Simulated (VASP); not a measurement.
Input for VASP

KPOINTS:
```
Automatic mesh
0
Gamma
8 8 8
0 0 0
```

### POSCAR
```
Al3Sc
1
    3.9196643665     0.0000000000     0.0000000000
    0.0000000000     3.9196643665    -0.0000000000
    0.0000000000    -0.0000000000     3.9196643665
Sc Al
1 3
Direct
  0.0000000000   0.0000000000   0.0000000000
  0.0000000000   0.5000000000   0.5000000000
  0.5000000000   0.0000000000   0.5000000000
  0.5000000000   0.5000000000   0.0000000000
```

**INCAR**
```
ISMEAR  =  1   # Methfessel-Paxton
ENCUT  =  500   # plane-wave cut-off (eV)
SYSTEM  =  Al3Sc
ALGO  =  Normal   # blocked Davidson
ISIF  =  3   # ions, shape and volume
PREC  =  Accurate
NELM  =  100
LMAXMIX  =  4   # l cut-off of mixed one-centre charges
EDIFFG  =  -0.02   # ionic stop
LCHARG  =  F
LWAVE  =  F
LASPH  =  T   # aspherical one-centre terms
NSW  =  40
PSTRESS  =  100   # kbar
SIGMA  =  0.1
EDIFF  =  1E-6   # SCF stop (eV)
IBRION  =  2
LREAL  =  F
```

POTCAR, in this order: Sc_sv Al (LDA.64 set). Program: vasp_std.

**Question.** Write an equivalent input for Ansatz.

**Answer.** One equivalent input (not run):
Ansatz 0.2 input:
```yaml
crystal:
  lattice:
    - [3.9196644, 0.0000000, 0.0000000]
    - [0.0000000, 3.9196644, 0.0000000]
    - [0.0000000, 0.0000000, 3.9196644]
  atoms:
    - { symbol: Sc, position: [0.0000000, 0.0000000, 0.0000000] }
    - { symbol: Al, position: [0.0000000, 0.5000000, 0.5000000] }
    - { symbol: Al, position: [0.5000000, 0.0000000, 0.5000000] }
    - { symbol: Al, position: [0.5000000, 0.5000000, 0.0000000] }
kpoints:
  mp_grid: { grid: [8, 8, 8] }
hamiltonian:
  xc: lda
  pseudopotentials: { kind: paw }
scf:
  occupations: { method: methfessel_paxton, width: 0.1 }
  max_iter: 100
relax:
  max_steps: 40
  f_tol: 0.02
  cell: { p_target: 10 }
output: { forces: true, stress: true, eigenvalues: true }
```
Limits of the translation: each code has its own PAW files, so the cut-off isn't converted (ENCUT is set for VASP's; basis.ecutwfc is left out, and Ansatz then takes the one that its files recommend); Ansatz stops its SCF on the density residual and VASP on the energy change (EDIFF); Ansatz's lda is the Perdew-Wang form, while the LDA potentials of VASP carry Perdew-Zunger's.

The compound is Al3Sc in the L1_2 structure. It was relaxed first under an external pressure of 10 GPa.
